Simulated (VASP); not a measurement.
An input for Quantum ESPRESSO's pw.x (written as the equivalent of a VASP run, and not itself run):

```
&CONTROL
  calculation = 'scf'
  pseudo_dir = './pseudo'
  outdir = './out'
  tprnfor = .true.
  tstress = .true.
/
&SYSTEM
  ibrav = 0
  nat = 2
  ntyp = 2
  ecutwfc = 74
  occupations = 'tetrahedra'
  input_dft = 'vdw-df-ob86'
/
&ELECTRONS
  conv_thr = 7.3e-09
  electron_maxstep = 100
/
ATOMIC_SPECIES
  K 39.098 K.upf
  Cl 35.450 Cl.upf
CELL_PARAMETERS angstrom
    -0.0000000    3.1272253    3.1272253
     3.1272253   -0.0000000    3.1272253
     3.1272253    3.1272253   -0.0000000
ATOMIC_POSITIONS crystal
  K    0.0000000  0.0000000  0.0000000
  Cl   0.5000000  0.5000000  0.5000000
K_POINTS automatic
  8 8 8 0 0 0
```

**Question.** Write the VASP files for the same calculation (optB86b-vdW).

**Answer.** One answer among several that fit: 
POSCAR:
```
KCl
1
   -0.0000000000     3.1272253484     3.1272253484
    3.1272253484    -0.0000000000     3.1272253484
    3.1272253484     3.1272253484    -0.0000000000
K Cl
1 1
Direct
  0.0000000000   0.0000000000   0.0000000000
  0.5000000000   0.5000000000   0.5000000000
```

### INCAR
```
AGGAC  =  0.0
ALGO  =  Normal
EDIFF  =  1E-7
ENCUT  =  520
GGA  =  MK
ISIF  =  2
ISMEAR  =  -5
LASPH  =  .TRUE.
LCHARG  =  .TRUE.
LORBIT  =  11
LREAL  =  .FALSE.
LUSE_VDW  =  .TRUE.
LWAVE  =  .FALSE.
NEDOS  =  601
NELM  =  100
PARAM1  =  0.1234
PARAM2  =  1.0
PREC  =  Accurate
SYSTEM  =  KCl
```

File KPOINTS:
```
Automatic mesh
0
G
 8 8 8
0 0 0
```

POTCAR, in this order: K_sv Cl (PBE.64 set). Program: vasp_std.

Limits of the translation: the potentials are each code's own (VASP's PAW set, PseudoDojo norm-conserving files in pw.x), so ENCUT and ecutwfc are chosen apart and not converted; conv_thr bounds pw.x's estimated SCF error, while EDIFF bounds the energy change between steps.

The compound is KCl in the rock salt structure. It was relaxed first.
